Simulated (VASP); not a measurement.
**LaPPd3: relaxation of cell and atoms with PBEsol**

LaPPd3:

```xyz
20
Lattice="-4.4862 4.4862 4.4862 4.4862 -4.4862 4.4862 4.4862 4.4862 -4.4862" Properties=species:S:1:pos:R:3 pbc="T T T"
La    0.0000    8.9724    0.0000
La    0.0000    4.4862    4.4862
La    0.0000    4.4862    0.0000
La    4.4862    4.4862    0.0000
Pd    2.4287    2.4287    0.4278
Pd   -2.0575    2.0575    4.0584
Pd    2.0575    2.0575    4.9139
Pd    2.0575   -2.0575    4.0584
Pd    0.4278    2.4287    2.4287
Pd    4.0584   -2.0575    2.0575
Pd    4.9139    2.0575    2.0575
Pd    4.0584    2.0575   -2.0575
Pd    2.4287    0.4278    2.4287
Pd    2.0575    4.0584   -2.0575
Pd    2.0575    4.9139    2.0575
Pd   -2.0575    4.0584    2.0575
P     2.7919    2.7919    2.7919
P     2.7919   -2.7919    6.1804
P     1.6942    1.6942   -1.6942
P     1.6942   -1.6942    1.6942
```

The cell was built by a generator and isn't the measured one.

```
Program                : VASP 6.6.1
Task                   : relaxation of cell and atoms
Functional             : PBEsol
Potentials or basis    : VASP PAW PBE potentials, release 64 (La, Pd, P)
Cutoff                 : 600 eV
k mesh                 : 4 × 4 × 4
Occupations            : gaussian, width 0.03 eV
Spin                   : no spin polarisation
Further INCAR settings : ALGO = Normal; EDIFF = 1e-07; IBRION = 2; EDIFFG = -0.005; NSW = 90; ISIF = 3
```

```json
{
  "Relaxed volume": "18.06 Å³/atom",
  "Relaxed cell": "a = 7.771 Å, b = 7.771 Å, c = 7.771 Å, α = 109.47°, β = 109.47°, γ = 109.47°",
  "Space group after relaxing (to 0.05 Å)": "I-43m (No. 217)",
  "Energy gained by relaxing": "0.0 meV/atom",
  "Ionic steps": "4",
  "Pressure after relaxing": "0.0 GPa",
  "Largest force after relaxing": "0.003 eV/Å",
  "Band gap on the k mesh": "0.16 eV, indirect (least direct gap 0.32 eV)"
}
```

Forces on the atoms (eV/Å):
```
La   0.000  0.000  0.000
La   0.000  0.000  0.000
La   0.000  0.000  0.000
La   0.000  0.000  0.000
Pd   0.002  0.002  0.001
Pd   0.002 -0.002 -0.001
Pd  -0.002 -0.002  0.001
Pd  -0.002  0.002 -0.001
Pd   0.001  0.002  0.002
Pd  -0.001  0.002 -0.002
Pd   0.001 -0.002 -0.002
Pd  -0.001 -0.002  0.002
Pd   0.002  0.001  0.002
Pd  -0.002 -0.001  0.002
Pd  -0.002  0.001 -0.002
Pd   0.002 -0.001 -0.002
P    0.000  0.000  0.000
P    0.000  0.000  0.000
P    0.000  0.000  0.000
P    0.000  0.000  0.000
```

Final structure:
```cif
data_structure
_symmetry_space_group_name_H-M 'P 1'
_symmetry_Int_Tables_number 1
_cell_length_a 7.7711
_cell_length_b 7.7711
_cell_length_c 7.7711
_cell_angle_alpha 109.471
_cell_angle_beta 109.471
_cell_angle_gamma 109.471
_cell_volume 361.27
loop_
_atom_site_label
_atom_site_type_symbol
_atom_site_fract_x
_atom_site_fract_y
_atom_site_fract_z
_atom_site_occupancy
La1 La 0.00000 0.00000 0.00000 1
La2 La 0.00000 0.50000 0.50000 1
La3 La 0.50000 0.00000 0.50000 1
La4 La 0.50000 0.50000 0.00000 1
Pd1 Pd 0.31841 0.31841 0.54150 1
Pd2 Pd 0.68159 0.22309 0.00000 1
Pd3 Pd 0.77691 0.77691 0.45850 1
Pd4 Pd 0.22309 0.68159 0.00000 1
Pd5 Pd 0.54150 0.31841 0.31841 1
Pd6 Pd 0.00000 0.68159 0.22309 1
Pd7 Pd 0.45850 0.77691 0.77691 1
Pd8 Pd 0.00000 0.22309 0.68159 1
Pd9 Pd 0.31841 0.54150 0.31841 1
Pd10 Pd 0.22309 0.00000 0.68159 1
Pd11 Pd 0.77691 0.45850 0.77691 1
Pd12 Pd 0.68159 0.00000 0.22309 1
P1 P 0.62231 0.62231 0.62231 1
P2 P 0.37769 0.00000 0.00000 1
P3 P 0.00000 0.00000 0.37769 1
P4 P 0.00000 0.37769 0.00000 1
```

Levels at points of the mesh, in eV from the valence-band top:
```csv
k point,band 90,band 91,band 92,band 93,band 94,band 95
"(0.00, 0.00, 0.00)",-0.31,-0.31,-0.31,0.16,0.16,1.17
"(0.50, 0.00, 0.00)",-0.16,-0.15,-0.03,0.75,1.00,1.08
"(0.50, 0.50, 0.50)",-0.23,-0.23,-0.23,1.24,1.24,1.24
```

Wall time 19 min on 4 MPI ranks on AMD EPYC 7R13 Processor (Zen 3), on a shared host, peak memory 0.83 GiB a rank.

Caveat: the PAW data sets were made with another functional, which shifts forces and pressure a little; spin-orbit coupling is left out, which moves the levels of the heavy elements. A k mesh can miss the band edges.
